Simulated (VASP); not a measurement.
Here is a VASP 6.6.1 calculation.

File POSCAR:

```
HPbNO4                                  
1.0
    4.1687922843     -0.0036353842      0.0080226353
   -2.0360979870      4.9669937201     -0.0056438559
   -2.0672608465     -1.7371649446      4.7207695011
  H               Pb              N               O             
     1     1     1     4
Direct
     0.9906335944429794    0.0388622616540757    0.9040008110615971
     0.5028574302846528    0.8094070324934850    0.1545982860855262
     0.0088629627602540    0.4761129930450486    0.5013068544357525
     0.9965810759869594    0.9250343712855178    0.0282995160865080
     0.2008715581066857    0.7465430982308100    0.6089783398843721
     0.8116117883936277    0.3582925573469349    0.2349499994286940
     0.0138015900248448    0.3248076859441279    0.6583461930175495
```

Contents of INCAR.step1:

```
SYSTEM = HPbNO4
  PREC = Accurate
  ENCUT = 520
  EDIFF = 1E-6
  ISMEAR = -1
  SIGMA = 0.05
  LREAL = .FALSE.
  LASPH = .TRUE.
  NELM = 60
  ALGO = Fast
  ISIF = 2
  LWAVE = .FALSE.
  LCHARG = .TRUE.
  GGA = PS
  NBANDS = 31
  KPAR = 4
```

Contents of KPOINTS.step1:

```
regular mesh
0
G
  8 6 6
  0 0 0
```

File INCAR.step2:

```
SYSTEM = HPbNO4
  PREC = Accurate
  ENCUT = 520
  EDIFF = 1E-6
  ISMEAR = 0
  SIGMA = 0.05
  LREAL = .FALSE.
  LASPH = .TRUE.
  NELM = 60
  ALGO = Fast
  ISIF = 2
  LWAVE = .FALSE.
  LCHARG = .FALSE.
  GGA = PS
  NBANDS = 31
  KPAR = 4
  ICHARG = 11
```

File KPOINTS.step2:

```
path XGY,LGZ,NGM,RG
10
line-mode
reciprocal
 0.0000000000  0.5000000000  0.0000000000  X
 0.0000000000  0.0000000000  0.0000000000  G

 0.0000000000  0.0000000000  0.0000000000  G
 0.0000000000  0.0000000000 -0.5000000000  Y

 0.0000000000  0.5000000000 -0.5000000000  L
 0.0000000000  0.0000000000  0.0000000000  G

 0.0000000000  0.0000000000  0.0000000000  G
-0.5000000000  0.0000000000  0.5000000000  Z

-0.5000000000  0.5000000000  0.5000000000  N
 0.0000000000  0.0000000000  0.0000000000  G

 0.0000000000  0.0000000000  0.0000000000  G
-0.5000000000  0.0000000000  0.0000000000  M

-0.5000000000  0.5000000000  0.0000000000  R
 0.0000000000  0.0000000000  0.0000000000  G
```

Potentials or basis: VASP PAW PBE potentials, release 64 (H, Pb_d, N, O).

The run is started by

```console
$ cat potpaw_PBE.64/H/POTCAR potpaw_PBE.64/Pb_d/POTCAR potpaw_PBE.64/N/POTCAR potpaw_PBE.64/O/POTCAR > POTCAR
$ cp INCAR.step1 INCAR
$ cp KPOINTS.step1 KPOINTS
$ mpirun -np 4 vasp_std > vasp.out
$ cp INCAR.step2 INCAR
$ cp KPOINTS.step2 KPOINTS
$ mpirun -np 4 vasp_std > vasp.out
```

Q: Predict the band gap along the path.

A: 2.66 eV, indirect (least direct gap 2.93 eV).

Q: Estimate the band gap on the k mesh.

A: 2.51 eV, indirect (least direct gap 2.93 eV).

Levels at the corners of the path, in eV from the valence-band top:
```tsv
point	band 20	band 21	band 22	band 23	band 24	band 25
X	-1.51	-1.31	-0.95	2.86	4.13	4.93
Γ	-2.34	-1.28	-0.56	3.07	4.58	5.31
Γ	-2.34	-1.28	-0.56	3.07	4.58	5.31
Y	-1.56	-1.28	-0.94	2.88	4.00	5.10
L	-1.56	-1.22	-0.84	2.77	3.56	5.57
Γ	-2.34	-1.28	-0.56	3.07	4.58	5.31
Γ	-2.34	-1.28	-0.56	3.07	4.58	5.31
Z	-1.12	-0.58	-0.39	2.66	5.42	5.46
N	-1.45	-0.88	-0.03	2.92	4.27	5.65
Γ	-2.34	-1.28	-0.56	3.07	4.58	5.31
Γ	-2.34	-1.28	-0.56	3.07	4.58	5.31
M	-1.47	-0.89	0.00	2.93	4.26	5.63
R	-1.13	-0.58	-0.37	2.67	5.41	5.47
Γ	-2.34	-1.28	-0.56	3.07	4.58	5.31
```

Caveat: the log is that of the step along the path at fixed density, whose energy, stress, charges and moments have no meaning; spin-orbit coupling is left out, which as a rule narrows the gap of such compounds by several tenths of an eV. As with any semilocal functional, this PBEsol gap is likely too small.
